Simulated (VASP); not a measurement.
# How SCF solver and precision settings change a VASP run on InPd, part 2 of 3

A convergence test on InPd: the SCF solver and precision settings. The series runs use PBE. The start is a computed cell from the Materials Project.

VASP 6.6.1; PBE; plane waves and PAW (In_d, Pd).

Still holding for the runs below: This run has no spin polarisation. Its electron count is odd, so without a moment it is a metal by construction. The k-mesh is coarse for a metal.

So far. Step 6 (SCF solver: ALGO = Damped): Against the first of the series the energy stays within 0.01 meV an atom; the pressure moves by +0.03 GPa, after 23 cycles in 4.6 s. Step 7 (SCF solver: AMIX = 0.1, BMIX = 0.01): Against the first of the series the energy stays within 0.01 meV an atom; the pressure moves by -0.01 GPa, after 14 cycles in 3.2 s.

### 8. SCF solver: AMIX = 0.8

The input, INCAR:

```
SYSTEM = InPd
PREC = Accurate
ENCUT = 400
EDIFF = 1E-06
NELM = 100
ISMEAR = -1
SIGMA = 0.05
LREAL = .FALSE.
ALGO = Normal
GGA = PE
NBANDS = 17
LASPH = .TRUE.
LORBIT = 11
LWAVE = .FALSE.
LCHARG = .FALSE.
KPAR = 2
ISIF = 2
AMIX = 0.8
```

The input, POSCAR:

```
InPd
1.0
    3.2718847800      0.0000000000      0.0000000000
    0.0000000000      3.2718847800      0.0000000000
    0.0000000000      0.0000000000      3.2718847800
In Pd
1 1
Direct
    0.0000000000      0.0000000000      0.0000000000
    0.5000000000      0.5000000000      0.5000000000
```

The input, KPOINTS:

```
Automatic mesh
0
Gamma
6 6 6
0 0 0
```

PAW data sets: In_d and Pd (PBE family, release 64).

On the command line:

```console
> mpirun -np 2 vasp_std
```

The log of the run:

```text
[... set-up lines as in an earlier step ...]
 entering main loop
       N       E                     dE             d eps       ncg     rms          rms(c)
[... 5 cycles as in an earlier step ...]
DAV:   6    -0.881968813470E+01    0.99785E-01   -0.18026E+00   723   0.177E+01    0.313E+00
DAV:   7    -0.875855868716E+01    0.61129E-01   -0.11214E+00   706   0.941E+00    0.218E+00
DAV:   8    -0.870930086221E+01    0.49258E-01   -0.22926E-01   796   0.587E+00    0.666E-01
DAV:   9    -0.870816699833E+01    0.11339E-02   -0.59670E-03   909   0.154E+00    0.232E-01
DAV:  10    -0.870820064052E+01   -0.33642E-04   -0.12679E-04   890   0.117E-01    0.762E-02
DAV:  11    -0.870820230708E+01   -0.16666E-05   -0.56366E-06   803   0.242E-02    0.133E-02
DAV:  12    -0.870820206807E+01    0.23901E-06   -0.69746E-07   396   0.143E-02
   1 F= -.87082021E+01 E0= -.87051457E+01  d E =-.611279E-02
```

The job ended after 3 s (2 MPI ranks of Intel Xeon 6975P-C (Granite Rapids), shared host; peak memory 0.23 GiB).

OUTCAR, selected parts (step 8):

```text
  Total        0.8302719      0.8302719      0.8302719     -0.0000000     -0.0000000      0.0000000
  in kB       37.9784214     37.9784214     37.9784214     -0.0000000     -0.0000000      0.0000000
  external PRESSURE =      37.9784214 kB  Pullay stress =       0.0000000 kB

  FREE ENERGIE OF THE ION-ELECTRON SYSTEM (eV)
  ---------------------------------------------------
  free  energy   TOTEN  =        -8.7082020681 eV

  energy  without entropy=       -8.7020892783  energy(sigma->0) =       -8.70514567

[... 3 parts as in an earlier step ...]

[... 1 further part left out ...]
[key lines of the parts left out:]
E-fermi :  10.5238
```

Against the first of the series the energy stays within 0.01 meV an atom; the pressure moves by +0.03 GPa, after 12 cycles in 3 s.

### 9. SCF solver: IMIX = 1, AMIX = 0.2

Changes to INCAR since step 8:

```diff
@@ -17,2 +17,3 @@
 ISIF = 2
-AMIX = 0.8
+IMIX = 1
+AMIX = 0.2
```

POSCAR is that of step 8.

KPOINTS is that of step 8.

On the command line:

```console
> mpirun -np 2 vasp_std
```

The log of the run:

```text
[... set-up lines as in an earlier step ...]
 entering main loop
       N       E                     dE             d eps       ncg     rms          rms(c)
[... 5 cycles as in an earlier step ...]
DAV:   6    -0.880691504324E+01    0.11256E+00   -0.10388E-01   822   0.437E+00    0.467E+00
DAV:   7    -0.876033794445E+01    0.46577E-01   -0.28954E-02   880   0.268E+00    0.350E+00
DAV:   8    -0.873731731979E+01    0.23021E-01   -0.10108E-02   877   0.176E+00    0.267E+00
DAV:   9    -0.872505801846E+01    0.12259E-01   -0.41079E-03   865   0.116E+00    0.207E+00
[...]
DAV:  25    -0.870820294861E+01    0.35857E-05   -0.75261E-07   437   0.921E-03    0.577E-02
DAV:  26    -0.870820105915E+01    0.18895E-05   -0.38986E-07   400   0.712E-03    0.466E-02
DAV:  27    -0.870820017381E+01    0.88534E-06   -0.29290E-07   351   0.636E-03
   1 F= -.87082002E+01 E0= -.87051399E+01  d E =-.612052E-02
```

Elapsed: 5.2 s, on 2 MPI ranks; peak memory 0.24 GiB; 8.9 s of CPU time.

Parts of OUTCAR (step 9):

```text
  Total        0.8586281      0.8586281      0.8586281     -0.0000000      0.0000000     -0.0000000
  in kB       39.2754943     39.2754943     39.2754943     -0.0000000      0.0000000     -0.0000000
  external PRESSURE =      39.2754943 kB  Pullay stress =       0.0000000 kB

  FREE ENERGIE OF THE ION-ELECTRON SYSTEM (eV)
  ---------------------------------------------------
  free  energy   TOTEN  =        -8.7082001738 eV

  energy  without entropy=       -8.7020796527  energy(sigma->0) =       -8.70513991

[... 3 parts as in an earlier step ...]

[... 1 further part left out ...]
[key lines of the parts left out:]
E-fermi :  10.5239
```

Against the first of the series the energy stays within 0.01 meV an atom; the pressure moves by +0.16 GPa, after 27 cycles in 5.2 s.

### 10. The SCF solver series as a table

This step: convergence of PBE results with the solver; plane waves and PAW (VASP 6.6.1).

This step runs nothing: it gathers the runs above.

Differences are taken from the run with ALGO = Normal. Results of the series, by row:

| setting | status | energy less the reference (meV/atom) | pressure (GPa) | SCF cycles | wall time (s) |
| --- | --- | --- | --- | --- | --- |
| ALGO = Normal | converged | 0 | 3.763 | 12 | 3.4 |
| ALGO = Fast | converged | 1.95e-4 | 3.775 | 19 | 5.4 |
| ALGO = VeryFast | converged | 3.60e-4 | 3.728 | 21 | 4.2 |
| ALGO = All | converged | 5.90e-4 | 3.81 | 16 | 4.6 |
| ALGO = Damped | converged | 6.40e-4 | 3.792 | 23 | 4.6 |
| AMIX = 0.1, BMIX = 0.01 | converged | -3.95e-4 | 3.754 | 14 | 3.2 |
| AMIX = 0.8 | converged | -6.00e-5 | 3.798 | 12 | 3 |
| IMIX = 1, AMIX = 0.2 | converged | 0.00282 | 3.928 | 27 | 5.2 |

### 11. Precision settings: PREC = Low

This step: PBE; plane waves and PAW (In_d, Pd) (VASP 6.6.1).

PREC sets the FFT grids, and LREAL, ADDGRID and LASPH trade speed for accuracy.

Changes to INCAR since step 9:

```diff
@@ -1,3 +1,3 @@
 SYSTEM = InPd
-PREC = Accurate
+PREC = Low
 ENCUT = 400
@@ -17,3 +17 @@
 ISIF = 2
-IMIX = 1
-AMIX = 0.2
```

POSCAR is that of step 9.

KPOINTS is that of step 9.

On the command line:

```console
> mpirun -np 2 vasp_std
```

The log of the run:

```text
[... set-up lines as in an earlier step ...]
 entering main loop
       N       E                     dE             d eps       ncg     rms          rms(c)
DAV:   1     0.147643412239E+03    0.14764E+03   -0.95926E+03   704   0.146E+03
DAV:   2    -0.142674652886E+01   -0.14907E+03   -0.14430E+03   698   0.341E+02
DAV:   3    -0.876768217591E+01   -0.73409E+01   -0.72948E+01   768   0.845E+01
DAV:   4    -0.892230259528E+01   -0.15462E+00   -0.15455E+00   861   0.107E+01
DAV:   5    -0.892794745898E+01   -0.56449E-02   -0.56447E-02   935   0.194E+00BRMIX: very serious problems
 the old and the new charge density differ
 old charge density:    23.00000 new   23.00042
BRMIX: very serious problems
 the old and the new charge density differ
 old charge density:    23.00000 new   23.00042
    0.646E+00
DAV:   6    -0.875894972142E+01    0.16900E+00   -0.41104E-01   773   0.873E+00    0.308E+00
DAV:   7    -0.872565731491E+01    0.33292E-01   -0.61916E-02   878   0.461E+00    0.145E+00
DAV:   8    -0.871828745900E+01    0.73699E-02   -0.21738E-02   767   0.137E+00    0.374E-01
DAV:   9    -0.871757081622E+01    0.71664E-03   -0.17925E-03   870   0.700E-01    0.646E-02
DAV:  10    -0.871757402759E+01   -0.32114E-05   -0.40730E-05   925   0.934E-02    0.239E-02
DAV:  11    -0.871757547554E+01   -0.14479E-05   -0.39074E-06   726   0.194E-02    0.434E-03
DAV:  12    -0.871757591374E+01   -0.43821E-06   -0.33468E-07   425   0.578E-03
   1 F= -.87175759E+01 E0= -.87145204E+01  d E =-.611109E-02
```

Wall time 2 s (2 MPI ranks); peak memory 0.19 GiB; 2.7 s of CPU time.

Parts of OUTCAR (step 11):

```text
   NELECT =      23.0000    total number of electrons

 E-fermi :  10.5238

 k-point     1 :       0.0000    0.0000    0.0000
  band No.  band energies     occupation
    ...
      7       6.6469      2.00000
      8       6.6469      2.00000
      9       8.1877      2.00000
     10       8.1877      2.00000
     11       8.1877      2.00000
     12      14.7187      0.00000
     13      14.7187      0.00000
     14      14.7187      0.00000
     15      19.9273      0.00000
     16      21.0727      0.00000
    ...

  Total        0.8200470      0.8200470      0.8200470      0.0000000     -0.0000000      0.0000000
  in kB       37.5107135     37.5107135     37.5107135      0.0000000     -0.0000000      0.0000000
  external PRESSURE =      37.5107135 kB  Pullay stress =       0.0000000 kB

 POSITION                                       TOTAL-FORCE (eV/Angst)
 -----------------------------------------------------------------------------------
      0.00000      0.00000      0.00000         0.000000      0.000000      0.000000
      1.63594      1.63594      1.63594         0.000000      0.000000      0.000000
 -----------------------------------------------------------------------------------
    total drift:                                0.000000      0.000000      0.000000

  FREE ENERGIE OF THE ION-ELECTRON SYSTEM (eV)
  ---------------------------------------------------
  free  energy   TOTEN  =        -8.7175759137 eV

  energy  without entropy=       -8.7114648192  energy(sigma->0) =       -8.71452037

[... 7 parts as in an earlier step ...]

[... 10 further parts left out ...]
```

Numbers from this step:

```
SCF cycles              : 12
free energy (TOTEN)     : -8.718 eV
energy at zero smearing : -8.715 eV
pressure                : 3.751 GPa
```

The series starts at -4.3573 eV an atom and 3.75 GPa, after 12 cycles in 2 s.

### 12. Precision settings: PREC = Medium

Changes to INCAR since step 11:

```diff
@@ -1,3 +1,3 @@
 SYSTEM = InPd
-PREC = Low
+PREC = Medium
 ENCUT = 400
```

POSCAR is that of step 11.

KPOINTS is that of step 11.

On the command line:

```console
> mpirun -np 2 vasp_std
```

The log of the run:

```text
[... set-up lines as in an earlier step ...]
 entering main loop
       N       E                     dE             d eps       ncg     rms          rms(c)
DAV:   1     0.147651524562E+03    0.14765E+03   -0.95924E+03   704   0.146E+03
DAV:   2    -0.141761481452E+01   -0.14907E+03   -0.14430E+03   698   0.341E+02
DAV:   3    -0.875895486791E+01   -0.73413E+01   -0.72952E+01   768   0.845E+01
DAV:   4    -0.891357268140E+01   -0.15462E+00   -0.15455E+00   861   0.107E+01
[...]
DAV:  10    -0.870798985997E+01   -0.30574E-05   -0.40778E-05   925   0.936E-02    0.240E-02
DAV:  11    -0.870799128589E+01   -0.14259E-05   -0.39049E-06   726   0.193E-02    0.436E-03
DAV:  12    -0.870799172223E+01   -0.43634E-06   -0.33358E-07   425   0.577E-03
   1 F= -.87079917E+01 E0= -.87049352E+01  d E =-.611295E-02
```

Run time: 2.2 s. Hardware: 2 MPI ranks; peak memory 0.19 GiB.

Parts of OUTCAR (step 12):

```text
  Total        0.8198515      0.8198515      0.8198515      0.0000000      0.0000000      0.0000000
  in kB       37.5017693     37.5017693     37.5017693      0.0000000      0.0000000      0.0000000
  external PRESSURE =      37.5017693 kB  Pullay stress =       0.0000000 kB

  FREE ENERGIE OF THE ION-ELECTRON SYSTEM (eV)
  ---------------------------------------------------
  free  energy   TOTEN  =        -8.7079917222 eV

  energy  without entropy=       -8.7018787692  energy(sigma->0) =       -8.70493525

[... 3 parts as in an earlier step ...]

[... 1 further part left out ...]
[key lines of the parts left out:]
E-fermi :  10.5239
```

Against the first of the series the energy moves by +4.79 meV an atom while the pressure stays within 0.01 GPa, after 12 cycles in 2.2 s.

### 13. Precision settings: PREC = Normal

Changes to INCAR since step 12:

```diff
@@ -1,3 +1,3 @@
 SYSTEM = InPd
-PREC = Medium
+PREC = Normal
 ENCUT = 400
```

POSCAR is that of step 12.

KPOINTS is that of step 12.

On the command line:

```console
> mpirun -np 2 vasp_std
```

The log of the run:

```text
[... set-up lines as in an earlier step ...]
 entering main loop
       N       E                     dE             d eps       ncg     rms          rms(c)
DAV:   1     0.147650847767E+03    0.14765E+03   -0.95924E+03   704   0.146E+03
DAV:   2    -0.141806986664E+01   -0.14907E+03   -0.14430E+03   698   0.341E+02
DAV:   3    -0.875936385763E+01   -0.73413E+01   -0.72951E+01   768   0.845E+01
DAV:   4    -0.891398070912E+01   -0.15462E+00   -0.15455E+00   861   0.107E+01
[...]
DAV:  10    -0.870834148760E+01   -0.30996E-05   -0.40796E-05   925   0.936E-02    0.240E-02
DAV:  11    -0.870834292339E+01   -0.14358E-05   -0.39134E-06   726   0.193E-02    0.436E-03
DAV:  12    -0.870834335996E+01   -0.43658E-06   -0.33373E-07   425   0.577E-03
   1 F= -.87083434E+01 E0= -.87052866E+01  d E =-.611345E-02
```

It took 2.4 s on 2 MPI ranks; peak memory 0.21 GiB.

Parts of OUTCAR (step 13):

```text
  Total        0.8254391      0.8254391      0.8254391     -0.0000000     -0.0000000     -0.0000000
  in kB       37.7573588     37.7573588     37.7573588     -0.0000000     -0.0000000     -0.0000000
  external PRESSURE =      37.7573588 kB  Pullay stress =       0.0000000 kB

  FREE ENERGIE OF THE ION-ELECTRON SYSTEM (eV)
  ---------------------------------------------------
  free  energy   TOTEN  =        -8.7083433600 eV

  energy  without entropy=       -8.7022299116  energy(sigma->0) =       -8.70528664

[... 3 parts as in an earlier step ...]

[... 1 further part left out ...]
[key lines of the parts left out:]
E-fermi :  10.5238
```

Against the first of the series the energy moves by +4.62 meV an atom and the pressure by +0.02 GPa, after 12 cycles in 2.4 s.

### 14. Precision settings: PREC = Single

Changes to INCAR since step 13:

```diff
@@ -1,3 +1,3 @@
 SYSTEM = InPd
-PREC = Normal
+PREC = Single
 ENCUT = 400
```

POSCAR is that of step 13.

KPOINTS is that of step 13.

On the command line:

```console
> mpirun -np 2 vasp_std
```

The log of the run:

```text
[... set-up lines as in an earlier step ...]
 entering main loop
       N       E                     dE             d eps       ncg     rms          rms(c)
DAV:   1     0.147651280656E+03    0.14765E+03   -0.95924E+03   704   0.146E+03
DAV:   2    -0.141750342438E+01   -0.14907E+03   -0.14430E+03   698   0.341E+02
DAV:   3    -0.875883986318E+01   -0.73413E+01   -0.72952E+01   768   0.845E+01
DAV:   4    -0.891345183780E+01   -0.15461E+00   -0.15454E+00   861   0.107E+01
[...]
DAV:  10    -0.870788889336E+01   -0.30444E-05   -0.40765E-05   925   0.936E-02    0.240E-02
DAV:  11    -0.870789031628E+01   -0.14229E-05   -0.39041E-06   726   0.193E-02    0.436E-03
DAV:  12    -0.870789075283E+01   -0.43655E-06   -0.33351E-07   425   0.577E-03
   1 F= -.87078908E+01 E0= -.87048342E+01  d E =-.611304E-02
```

It took 2.4 s on 2 MPI ranks; peak memory 0.2 GiB.

OUTCAR, selected parts (step 14):

```text
  Total        0.8192328      0.8192328      0.8192328     -0.0000000     -0.0000000      0.0000000
  in kB       37.4734679     37.4734679     37.4734679     -0.0000000     -0.0000000      0.0000000
  external PRESSURE =      37.4734679 kB  Pullay stress =       0.0000000 kB

  FREE ENERGIE OF THE ION-ELECTRON SYSTEM (eV)
  ---------------------------------------------------
  free  energy   TOTEN  =        -8.7078907528 eV

  energy  without entropy=       -8.7017777108  energy(sigma->0) =       -8.70483423

[... 3 parts as in an earlier step ...]

[... 1 further part left out ...]
[key lines of the parts left out:]
E-fermi :  10.5239
```

Against the first of the series the energy moves by +4.84 meV an atom while the pressure stays within 0.01 GPa, after 12 cycles in 2.4 s.

### 15. Precision settings: PREC = Accurate

Changes to INCAR since step 14:

```diff
@@ -1,3 +1,3 @@
 SYSTEM = InPd
-PREC = Single
+PREC = Accurate
 ENCUT = 400
```

POSCAR is that of step 14.

KPOINTS is that of step 14.

On the command line:

```console
> mpirun -np 2 vasp_std
```

The log of the run:

```text
[... set-up lines as in an earlier step ...]
 entering main loop
       N       E                     dE             d eps       ncg     rms          rms(c)
[... 12 cycles as in an earlier step ...]
   1 F= -.87082023E+01 E0= -.87051455E+01  d E =-.611352E-02
```

It took 2.8 s on 2 MPI ranks; peak memory 0.24 GiB; 4.2 s of CPU time.

From OUTCAR (step 15):

```text
[... 6 parts as in an earlier step ...]

[... 1 further part left out ...]
[key lines of the parts left out:]
E-fermi :  10.5238
```

Against the first of the series the energy moves by +4.69 meV an atom and the pressure by +0.01 GPa, after 12 cycles in 2.8 s.

### 16. Precision settings: LREAL = Auto

Changes to INCAR since step 15:

```diff
@@ -7,3 +7,3 @@
 SIGMA = 0.05
-LREAL = .FALSE.
+LREAL = Auto
 ALGO = Normal
```

POSCAR is that of step 15.

KPOINTS is that of step 15.

On the command line:

```console
> mpirun -np 2 vasp_std
```

The log of the run:

```text
[banner, memory and clock lines left out]
running    2 mpi-ranks, on    1 nodes
[...]
|                                                                             |
|               ----> ADVICE to this user running VASP <----                  |
|                                                                             |
|     You have a (more or less) 'small supercell' and for smaller cells       |
|     it is recommended to use the reciprocal-space projection scheme!        |
|     The real-space optimization is not efficient for small cells and it     |
|     is also less accurate ...                                               |
|     Therefore, set LREAL=.FALSE. in the INCAR file.                         |
|                                                                             |

 LDA part: xc-table for (Slater+PW92), standard interpolation
 POSCAR, INCAR and KPOINTS ok, starting setup
[...]
entering main loop
       N       E                     dE             d eps       ncg     rms          rms(c)
DAV:   1     0.147650360107E+03    0.14765E+03   -0.95924E+03   704   0.146E+03
DAV:   2    -0.141742482492E+01   -0.14907E+03   -0.14430E+03   698   0.341E+02
DAV:   3    -0.875883113421E+01   -0.73414E+01   -0.72952E+01   768   0.845E+01
DAV:   4    -0.891344479972E+01   -0.15461E+00   -0.15455E+00   861   0.107E+01
[...]
DAV:  10    -0.870785337675E+01   -0.30926E-05   -0.40772E-05   925   0.936E-02    0.240E-02
DAV:  11    -0.870785480994E+01   -0.14332E-05   -0.39132E-06   726   0.193E-02    0.436E-03
DAV:  12    -0.870785524660E+01   -0.43667E-06   -0.33308E-07   425   0.577E-03
   1 F= -.87078552E+01 E0= -.87047992E+01  d E =-.611210E-02
```

It took 4.2 s on 2 MPI ranks; peak memory 0.25 GiB.

From OUTCAR (step 16):

```text
  Total        0.8240434      0.8240434      0.8240434     -0.0000000     -0.0000000      0.0000000
  in kB       37.6935190     37.6935190     37.6935190     -0.0000000     -0.0000000      0.0000000
  external PRESSURE =      37.6935190 kB  Pullay stress =       0.0000000 kB

  FREE ENERGIE OF THE ION-ELECTRON SYSTEM (eV)
  ---------------------------------------------------
  free  energy   TOTEN  =        -8.7078552466 eV

  energy  without entropy=       -8.7017431444  energy(sigma->0) =       -8.70479920

[... 3 parts as in an earlier step ...]

[... 1 further part left out ...]
[key lines of the parts left out:]
E-fermi :  10.5239
```

Against PREC = Accurate, on which this run builds, the energy moves by +0.17 meV an atom and the pressure by +0.01 GPa, after 12 cycles in 4.2 s.

[end of part 2 of 3]

[Lines on the potential files, build, host, timing and source positions are cut from VASP's logs without a mark.]

[Logs are printed without paths, hosts, clocks, repeated set-up lines and the standing remarks that a program may print on its own settings, such as how far it seeks lower states.]

[Hosts, paths, dates, database ids (printed as entryN), source tags and the programs' standing remarks are cut or masked in the printed files.]

[A measured line is paired with the nearest computed mode of its activity, which favours agreement.]
